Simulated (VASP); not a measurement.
```xyz
2
Lattice="2.8293 0.0000 0.0000 0.0000 2.8293 0.0000 0.0000 0.0000 2.8293" Properties=species:S:1:pos:R:3 pbc="T T T"
Al     1.4146     1.4146     1.4146
Ni     0.0000     0.0000     0.0000
```

These are r2SCAN+rVV10, VASP's PBE PAW potentials (set 64) (plane waves; VASP) values and carry that method's errors. Settings: 520 eV cut-off, 13×13×13 Γ-centred mesh, first-order Methfessel-Paxton smearing of 0.10 eV, potentials Al Ni.

Task: Give the stress tensor in GPa (positive for a compressed cell).

Result: 
```
5.47  0.00  0.00
0.00  5.47  0.00
0.00  0.00  5.47
```
The pressure is its mean diagonal, 5.47 GPa.

The compound is NiAl in the CsCl type structure. This cell is one point of a volume scan, at 0.97 of the reference volume. The run is not spin-polarised, so no magnetic state was tried. The electron count is odd and the run is not spin-polarised, which forces a metal.
